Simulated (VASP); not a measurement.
BeHF:

```
CELL_PARAMETERS angstrom
3.17112 0.00000 0.00000
0.00000 3.17112 0.00000
0.00000 0.00000 5.24011
ATOMIC_POSITIONS crystal
Be 0.00000 0.50000 0.83000
Be 0.50000 0.00000 0.17000
H 0.00000 0.00000 0.00000
H 0.50000 0.50000 0.00000
F 0.00000 0.50000 0.33000
F 0.50000 0.00000 0.67000
```

The cell was built by a generator and needn't be a form met in nature.

```yaml
Program: VASP 6.6.1
Task: relaxation of cell and atoms
Functional: PBE
Potentials_or_basis: VASP PAW PBE potentials, release 64 (Be, H, F)
Cutoff: 600 eV
k_mesh: 8 × 8 × 5
Occupations: gaussian, width 0.05 eV
Spin: no spin polarisation
```

At the start: pressure -19.8 GPa; volume 8.78 Å³/atom.

Q: Where does the relaxation end?

A: Over 24 steps the energy falls by 354.0 meV/atom and the volume is 6.82 Å³/atom (-22.4 %); space group P4/nmm (No. 129, to 0.05 Å).

The path:
```
step  energy change (eV)  largest force (eV/Å)  pressure (GPa)  volume (Å³)
   1              0.0000                0.5935          -19.76        52.69
   2             -0.9789                0.4812          -13.34        44.84
   3             -1.3779                0.7231           -2.73        39.22
   4             -1.4060                0.9948            3.19        37.25
   5             -1.4066                0.9368            1.85        37.65
   6             -1.6232                0.6011            2.51        36.87
   7             -1.7547                0.6363            4.94        35.86
   8             -1.7552                0.7236            5.57        35.64
   9             -1.8498                0.7800            1.53        36.94
  10             -1.8631                1.0370            0.03        37.71
  11             -1.9696                0.6955           -1.41        38.53
  12             -2.0448                0.5847           -2.57        39.56
  13             -2.0546                0.7457           -2.93        40.05
  14             -2.1164                0.1333            1.40        39.85
  15             -2.1165                0.1365            1.58        39.84
  16             -2.1212                0.0810            0.44        40.43
  17             -2.1212                0.0780            0.47        40.42
  18             -2.1223                0.0626           -0.44        40.77
  19             -2.1223                0.0447           -0.30        40.72
  20             -2.1230                0.0525           -0.07        40.71
  21             -2.1232                0.0627            0.21        40.69
  22             -2.1236                0.0307            0.35        40.73
  23             -2.1238                0.0187            0.42        40.78
  24             -2.1241                0.0127            0.22        40.91
```

Final structure:
```
Be H F
1.0
     2.55437    0.00000    0.00000
     0.00000    2.55437    0.00000
     0.00000    0.00000    6.26942
Be H F
2 2 2
Cartesian
  2.5544 1.2772 5.2917
  1.2772 2.5544 0.9777
  0.0000 2.5544 0.0000
  1.2772 1.2772 0.0000
  0.0000 1.2772 1.8665
  1.2772 0.0000 4.4030
```

Caveat: the volume moved by over 15 % at a fixed basis, so the end points are rough.
